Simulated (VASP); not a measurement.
Given:

```yaml
crystal:
  lattice:
    - [0.00000, 2.46830, 2.46830]
    - [2.46830, 0.00000, 2.46830]
    - [2.46830, 2.46830, 0.00000]
  atoms:
    - { symbol: Gd, position: [0.00000, 0.00000, 0.00000] }
    - { symbol: N, position: [0.50000, 0.50000, 0.50000] }
```

These are vdW-DF-cx, VASP's PBE PAW potentials (set 64) (plane waves; VASP 6.6.1) values and carry that method's errors. Run with 520 eV cut-off, Gaussian smearing of 0.050 eV, potentials Gd_3 N.

The 4f electrons are frozen in the core of the lanthanide potential, so 4f levels, which can set the real gap, and their magnetism are missing.

Give the energies of bands 5 to 10 at the high-symmetry points, in eV from the Fermi level.

```tsv
band	Γ	X	U	L	W
5	0.04	-1.00	-2.11	-4.14	-2.21
6	0.04	-0.19	-1.25	-2.36	-1.23
7	0.04	-0.19	-1.19	-2.36	-1.23
8	3.04	-0.07	2.31	5.69	3.93
9	3.04	7.33	6.36	6.62	3.93
10	3.04	7.41	7.44	6.62	7.65
```

It has no gap at this level: it comes out as a metal or semimetal.

The compound is GdN in the rock salt structure. It was relaxed first.
